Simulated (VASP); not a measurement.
# YAl2Pd5 under strain, part 2 of 5

How does the pressure of YAl2Pd5 answer to a change of volume? The bands are shown for each cell. All runs use PBEsol. Left out of this account: at least 1 further run (self-consistent run: a reference on another mesh). The start is a computed cell from the Materials Project.

VASP 6.6.1; PBEsol; plane waves and PAW (Y_sv, Al, Pd).

Still holding for the runs below: This run has no spin polarisation. Its electron count is odd, so without a moment it is a metal by construction. Spin-orbit coupling is off here; it would split degenerate levels.

So far, pressure (GPa): step 2 (bands, cell as listed) -3.11.

### 3. Bands, volume times 1.04

The cell is expanded evenly, with fractional positions held.

INCAR reads:

```
SYSTEM = YAl2Pd5
PREC = Accurate
ENCUT = 400
EDIFF = 1E-06
NELM = 100
ISMEAR = -1
SIGMA = 0.05
LREAL = .FALSE.
ALGO = Normal
GGA = PS
NBANDS = 53
LASPH = .TRUE.
LORBIT = 11
LWAVE = .FALSE.
LCHARG = .FALSE.
KPAR = 8
```

POSCAR reads:

```
YAl2Pd5
1.0
    0.0000000000     -4.1649736905      0.0000000000
   -4.1649736905      0.0000000000      0.0000000000
    2.0824868452     -2.0824868452     -7.5430569175
Y Al Pd
1 2 5
Direct
    0.0000000000      0.0000000000      0.0000000000
    0.7466854600      0.2533145400      0.5066290800
    0.2533145400      0.7466854600      0.4933709200
    0.5000000000      0.5000000000      0.0000000000
    0.8551761700      0.6448238300      0.2896476600
    0.3551761700      0.1448238300      0.2896476600
    0.1448238300      0.3551761700      0.7103523400
    0.6448238300      0.8551761700      0.7103523400
```

KPOINTS reads:

```
Automatic mesh
0
Gamma
8 8 8
0 0 0
```

KPOINTS_OPT reads:

```
Line mode
12
Line-mode
Reciprocal
  0.00000000   0.00000000   0.00000000 GAMMA
  0.50000000  -0.50000000   0.50000000 X

  0.50000000  -0.50000000   0.50000000 X
  0.53811007  -0.46188993   0.50000000 Y

  0.53811007  -0.46188993   0.50000000 Y
  0.53811007   0.00000000   0.26905504 S

  0.53811007   0.00000000   0.26905504 S
  0.00000000   0.00000000   0.00000000 GAMMA

  0.00000000   0.00000000   0.00000000 GAMMA
  0.00000000   0.00000000  -0.50000000 Z

  0.00000000   0.00000000  -0.50000000 Z
  0.46188993   0.00000000  -0.26905504 S1

  0.46188993   0.00000000  -0.26905504 S1
  0.50000000   0.00000000   0.00000000 N

  0.50000000   0.00000000   0.00000000 N
  0.50000000  -0.50000000   0.25000000 P

  0.50000000  -0.50000000   0.25000000 P
  0.46188993  -0.46188993  -0.03811007 Y1

  0.46188993  -0.46188993  -0.03811007 Y1
  0.00000000   0.00000000  -0.50000000 Z

  0.50000000  -0.50000000   0.50000000 X
  0.50000000  -0.50000000   0.25000000 P
```

The projector-augmented-wave data sets are Y_sv, Al and Pd (PBE family, release 64).

Command:

```sh
$ mpirun -np 8 vasp_std
```

Log:

```text
[banner, memory and clock lines left out]
running    8 mpi-ranks, on    1 nodes
 distrk:  each k-point on    1 cores,    8 groups
 distr:  one band on    1 cores,    1 groups

 POSCAR found type information on POSCAR Y AlPd
 POSCAR found :  3 types and       8 ions
 [... a notice as in an earlier step ...]

 [... a notice as in an earlier step ...]

 LDA part: xc-table for (Slater+PW92), standard interpolation
 POSCAR, INCAR and KPOINTS ok, starting setup
 FFT: planning ... GRIDC
 FFT: planning ... GRID_SOFT
 FFT: planning ... GRID
 WAVECAR not read
 entering main loop
       N       E                     dE             d eps       ncg     rms          rms(c)
DAV:   1     0.328184487770E+03    0.32818E+03   -0.26819E+04  6254   0.979E+02
DAV:   2    -0.406024158739E+02   -0.36879E+03   -0.34213E+03  6690   0.255E+02
DAV:   3    -0.543556671436E+02   -0.13753E+02   -0.13521E+02  7974   0.471E+01
DAV:   4    -0.546841189598E+02   -0.32845E+00   -0.32686E+00  8781   0.591E+00
DAV:   5    -0.546883194375E+02   -0.42005E-02   -0.41996E-02  7245   0.622E-01    0.371E+01
DAV:   6    -0.527291547679E+02    0.19592E+01   -0.74777E+00  7278   0.159E+01    0.183E+01
DAV:   7    -0.525314478306E+02    0.19771E+00   -0.22519E+00  7085   0.109E+01    0.136E+01
DAV:   8    -0.523102405229E+02    0.22121E+00   -0.11693E+00  7176   0.922E+00    0.297E+00
DAV:   9    -0.522649842734E+02    0.45256E-01   -0.30290E-01  6875   0.491E+00    0.155E+00
DAV:  10    -0.522422813454E+02    0.22703E-01   -0.52835E-02  6853   0.215E+00    0.361E-01
DAV:  11    -0.522422854586E+02   -0.41132E-05   -0.70851E-03  7294   0.368E-01    0.143E-01
DAV:  12    -0.522422001339E+02    0.85325E-04   -0.81446E-04  7077   0.188E-01    0.708E-02
DAV:  13    -0.522421680425E+02    0.32091E-04   -0.14774E-04  6946   0.970E-02    0.282E-02
DAV:  14    -0.522421677251E+02    0.31738E-06   -0.73200E-06  6844   0.148E-02
   1 F= -.52242168E+02 E0= -.52232891E+02  d E =-.185531E-01
 Start KPOINTS_OPT (optional k-point list driver)
k-point batch [1-59\132]
       N       E                     dE             ncg
DAV:   1     0.312420658526E+05   -0.37246E+05     6254
DAV:   2     0.956357838142E+04   -0.21678E+05     6743
DAV:   3     0.876411308287E+04   -0.79947E+03     8106
DAV:   4     0.874668597401E+04   -0.17427E+02     8499
DAV:   5     0.874640456959E+04   -0.28140E+00     7319
DAV:   6     0.874639774857E+04   -0.68210E-02     7987
DAV:   7     0.874639755087E+04   -0.19770E-03     7098
DAV:   8     0.874639754393E+04   -0.69367E-05     5547
DAV:   9     0.874639754355E+04   -0.38581E-06     4368
[...]
k-point batch [119-132\132]
       N       E                     dE             ncg
DAV:   1     0.814659543319E+05   -0.17344E+05     1484
DAV:   2     0.764448573987E+05   -0.50211E+04     1618
DAV:   3     0.762672784423E+05   -0.17758E+03     1919
DAV:   4     0.762632716698E+05   -0.40068E+01     1904
DAV:   5     0.762631981412E+05   -0.73529E-01     1701
DAV:   6     0.762631966319E+05   -0.15094E-02     1888
DAV:   7     0.762631965950E+05   -0.36862E-04     1693
DAV:   8     0.762631965940E+05   -0.10224E-05     1416
DAV:   9     0.762631965939E+05   -0.10626E-06     1071
```

It took 44 s on 8 MPI ranks of Intel Xeon 6975P-C (Granite Rapids), shared host; peak memory 4.1 GiB; 5.7 min of CPU time.

OUTCAR, selected parts (step 3):

```text
  LATTYP: Found a body centered tetragonal cell.
 ALAT       =     4.1649736905
 C/A-ratio  =     3.6221390472

The static configuration has the point symmetry D_4h.

 Found     59 irreducible k-points:

   ENCUT  =  400.0 eV  29.40 Ry    5.42 a.u.   6.79  6.79 13.21*2*pi/ulx,y,z

   NELECT =      67.0000    total number of electrons

 E-fermi :   8.4252

 k-point     1 :       0.0000    0.0000    0.0000
  band No.  band energies     occupation
    ...
     28       6.5737      2.00000
     29       6.6433      2.00000
     30       7.0764      2.00000
     31       7.4164      2.00000
     32       7.4324      2.00000
     33       9.1698      0.00000
     34       9.1698      0.00000
     35      11.0655      0.00000
     36      11.1672      0.00000
     37      11.4274      0.00000
    ...

 k-point     2 :       0.1250    0.0000    0.0000
  band No.  band energies     occupation
    ...
     28       6.5551      2.00000
     29       6.6269      2.00000
     30       7.0106      2.00000
     31       7.1584      2.00000
     32       7.2742      2.00000
     33       8.5767      0.09225
     34       9.3975      0.00000
     35      10.1038      0.00000
     36      11.0406      0.00000
     37      11.2201      0.00000
    ...

  Total       -6.7297520     -6.7297520     -6.7964009      0.0000000      0.0000000     -0.0000000
  in kB      -82.4019965    -82.4019965    -83.2180737      0.0000000      0.0000000     -0.0000000
  external PRESSURE =     -82.6740222 kB  Pullay stress =       0.0000000 kB

  energy-cutoff  :      400.00
  volume of cell :      130.85
      direct lattice vectors                 reciprocal lattice vectors
     0.000000000 -4.164973691  0.000000000     0.000000000 -0.240097555  0.066286123
    -4.164973691  0.000000000  0.000000000    -0.240097555  0.000000000 -0.066286123
     2.082486845 -2.082486845 -7.543056918     0.000000000  0.000000000 -0.132572246

 POSITION                                       TOTAL-FORCE (eV/Angst)
 -----------------------------------------------------------------------------------
      0.00000      0.00000      0.00000        -0.000000      0.000000     -0.000000
     -0.00000     -4.16497     -3.82153        -0.000000      0.000000     -0.012883
     -2.08249     -2.08249     -3.72152         0.000000     -0.000000      0.012883
     -2.08249     -2.08249      0.00000        -0.000000      0.000000     -0.000000
     -2.08249     -4.16497     -2.18483        -0.000000      0.000000     -0.037913
     -0.00000     -2.08249     -2.18483        -0.000000      0.000000     -0.037913
     -0.00000     -2.08249     -5.35823         0.000000     -0.000000      0.037913
     -2.08249     -4.16497     -5.35823         0.000000     -0.000000      0.037913
 -----------------------------------------------------------------------------------
    total drift:                               -0.000000     -0.000000     -0.000000

  FREE ENERGIE OF THE ION-ELECTRON SYSTEM (eV)
  ---------------------------------------------------
  free  energy   TOTEN  =       -52.2421677251 eV

  energy  without entropy=      -52.2236146444  energy(sigma->0) =      -52.23289118

 total charge
# of ion       s       p       d       f       tot
--------------------------------------------------
    1        2.252   6.380   0.945   0.057   9.635
    2        0.385   0.370   0.000   0.000   0.756
    3        0.385   0.370   0.000   0.000   0.756
    4        0.470   0.330   8.536   0.000   9.335
    5        0.487   0.489   8.551   0.000   9.527
    6        0.487   0.489   8.551   0.000   9.527
    7        0.487   0.489   8.551   0.000   9.527
    8        0.487   0.489   8.551   0.000   9.527
--------------------------------------------------
tot          5.441   9.406  43.687   0.057  58.590

[... 3 parts as in an earlier step ...]

[... 7 further parts left out ...]
```

This step gave:

| Quantity | Value |
| --- | --- |
| free energy (TOTEN) | -52.2422 eV |
| energy at zero smearing | -52.2329 eV |
| Fermi energy | 8.425 eV |
| pressure | -8.267 GPa |

Electronic bands along the path, in eV, zero at the Fermi level; # counts the bands kept in this run, so #1 is VASP's band 5:

| point | #27 | #28 | #29 | #30 | #31 | #32 | #33 | #34 |
| --- | --- | --- | --- | --- | --- | --- | --- | --- |
| Γ | -1.01 | -0.99 | 0.74 | 0.74 | 2.64 | 2.74 | 3.00 | 3.00 |
| 0.55 of the way | -1.51 | -1.50 | -0.42 | -0.01 | 0.02 | 1.18 | 1.86 | 2.64 |
| X | -1.65 | -1.32 | -0.77 | -0.72 | -0.35 | 0.99 | 1.05 | 1.75 |
| 0.55 of the way | -1.67 | -1.31 | -0.76 | -0.70 | -0.31 | 1.01 | 1.06 | 1.75 |
| Y | -1.70 | -1.31 | -0.74 | -0.67 | -0.23 | 1.05 | 1.06 | 1.75 |
| 0.55 of the way | -1.84 | -1.60 | -0.81 | -0.18 | 1.10 | 1.26 | 1.84 | 2.07 |
| S | -1.85 | -1.48 | -1.02 | -0.11 | 1.76 | 1.78 | 1.79 | 2.75 |
| 0.55 of the way | -1.44 | -1.35 | -0.55 | 0.24 | 1.47 | 2.44 | 2.55 | 2.76 |
| Γ | -1.01 | -0.99 | 0.74 | 0.74 | 2.64 | 2.74 | 3.00 | 3.00 |
| 0.55 of the way | -1.01 | -0.99 | 0.56 | 0.56 | 1.55 | 2.51 | 2.57 | 2.57 |
| Z | -0.99 | -0.35 | 0.40 | 0.40 | 0.45 | 2.33 | 2.33 | 2.43 |
| 0.55 of the way | -1.39 | -1.37 | -0.47 | 0.92 | 1.38 | 1.59 | 1.74 | 2.82 |
| S1 | -1.85 | -1.48 | -1.02 | -0.11 | 1.76 | 1.78 | 1.79 | 2.75 |
| 0.45 of the way | -1.90 | -1.48 | -0.97 | -0.24 | 1.57 | 1.79 | 2.01 | 2.71 |
| N | -1.94 | -1.48 | -0.89 | -0.34 | 1.46 | 1.79 | 2.12 | 2.71 |
| 0.55 of the way | -1.69 | -1.56 | -1.12 | -0.12 | 0.50 | 1.08 | 1.60 | 1.91 |
| P | -1.65 | -1.23 | -1.12 | -0.47 | -0.47 | 1.02 | 1.02 | 1.92 |
| 0.55 of the way | -1.57 | -1.45 | -0.86 | -0.62 | -0.34 | 1.02 | 1.04 | 1.80 |
| Y1 | -1.70 | -1.31 | -0.74 | -0.67 | -0.23 | 1.05 | 1.06 | 1.75 |
| 0.45 of the way | -1.23 | -1.23 | -0.13 | 0.06 | 1.29 | 1.47 | 1.88 | 1.93 |
| Z | -0.99 | -0.35 | 0.40 | 0.40 | 0.45 | 2.33 | 2.33 | 2.43 |
| jump to X | -1.65 | -1.32 | -0.77 | -0.72 | -0.35 | 0.99 | 1.05 | 1.75 |
| 0.45 of the way | -1.54 | -1.46 | -0.86 | -0.63 | -0.37 | 1.00 | 1.04 | 1.79 |
| P | -1.65 | -1.23 | -1.12 | -0.47 | -0.47 | 1.02 | 1.02 | 1.92 |

Of the projections kept (Y, Al, Pd), the largest for each band there, as a share of the weight inside these atoms' spheres; weight between the spheres isn't counted:

| point | #27 | #28 | #29 | #30 | #31 | #32 | #33 | #34 |
| --- | --- | --- | --- | --- | --- | --- | --- | --- |
| Γ | Pd 1.00 | Pd 1.00 | Pd 0.75 | Pd 0.75 | Y 0.52 | Y 0.63 | Pd 0.80 | Pd 0.80 |
| X | Pd 1.00 | Pd 1.00 | Pd 0.71 | Pd 0.83 | Pd 0.95 | Pd 0.80 | Pd 0.72 | Pd 0.70 |
| Y | Pd 0.99 | Pd 1.00 | Pd 0.73 | Pd 0.85 | Pd 0.92 | Pd 0.78 | Pd 0.72 | Pd 0.70 |
| S | Pd 0.96 | Pd 0.99 | Pd 0.85 | Pd 0.77 | Pd 0.68 | Pd 0.70 | Y 0.59 | Y 0.54 |
| Γ | Pd 1.00 | Pd 1.00 | Pd 0.75 | Pd 0.75 | Y 0.52 | Y 0.63 | Pd 0.80 | Pd 0.80 |
| Z | Pd 1.00 | Pd 0.72 | Pd 0.74 | Pd 0.74 | Pd 0.82 | Y 0.51 | Y 0.51 | Y 0.51 |

 The pressure is -8.27 GPa.

For the pressure, step 2 gave -3.11 GPa; this run, with cell volume +4.0 %, gives -8.27 GPa.

[end of part 2 of 5]

[Lines on the potential files, build, host, timing and source positions are cut from VASP's logs without a mark.]

[Logs are printed without paths, hosts, clocks, repeated set-up lines and the standing remarks that a program may print on its own settings, such as how far it seeks lower states.]

[Hosts, paths, dates, database ids (printed as entryN), source tags and the programs' standing remarks are cut or masked in the printed files.]

[A measured line is paired with the nearest computed mode of its activity, which favours agreement.]

[In band tables of VASP the shares of atoms and orbitals are scaled to a sum of 1 inside the atoms' spheres.]
